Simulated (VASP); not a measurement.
Input:

```yaml
crystal:
  lattice:
    - [1.35660, -2.34970, 0.00000]
    - [1.35660, 2.34970, 0.00000]
    - [0.00000, 0.00000, 5.04900]
  atoms:
    - { symbol: Zn, position: [0.33333, 0.66667, 0.25000] }
    - { symbol: Zn, position: [0.66667, 0.33333, 0.75000] }
```

Computed with PBE GGA, VASP's PBE PAW potentials (set 64) (plane waves; VASP). Numerical set-up: EDIFF = 1E-4, 400 eV cut-off, 14×14×7 Γ-centred mesh, first-order Methfessel-Paxton smearing of 0.10 eV, potentials Zn.

Problem. Give the stress tensor in GPa (positive for a compressed cell).

Solution. 
```
-3.30   0.00   0.00
 0.00  -3.30   0.00
 0.00   0.00  -2.88
```
The pressure is its mean diagonal, -3.16 GPa.

The compound is Zn in the hcp structure. The cell was not relaxed at this level. The run is one of a series of settings (EDIFF = 1E-4 against the base run), some of them coarse on purpose.
